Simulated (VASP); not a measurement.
Here is the system:

```yaml
crystal:
  lattice:
    - [0.00000, 2.86096, 2.86096]
    - [2.86096, 0.00000, 2.86096]
    - [2.86096, 2.86096, 0.00000]
  atoms:
    - { symbol: Ge, position: [0.00000, 0.00000, 0.00000] }
    - { symbol: Ge, position: [0.25000, 0.25000, 0.25000] }
```

All values below come from rev-vdW-DF2, VASP's PBE PAW potentials (set 64) (plane waves; VASP 6.6.1). Settings: 520 eV cut-off, Gaussian smearing of 0.050 eV, potentials Ge_d.

Problem. Estimate the band gap (along the path) with the smallest direct gap where there is one.

Solution. 
* **band gap (along the path)**: none (metal, semimetal or under 0.01 eV)

Total energies compare only between runs with the same potentials, cut-off and functional.

The compound is Ge in the diamond structure. It was relaxed first.
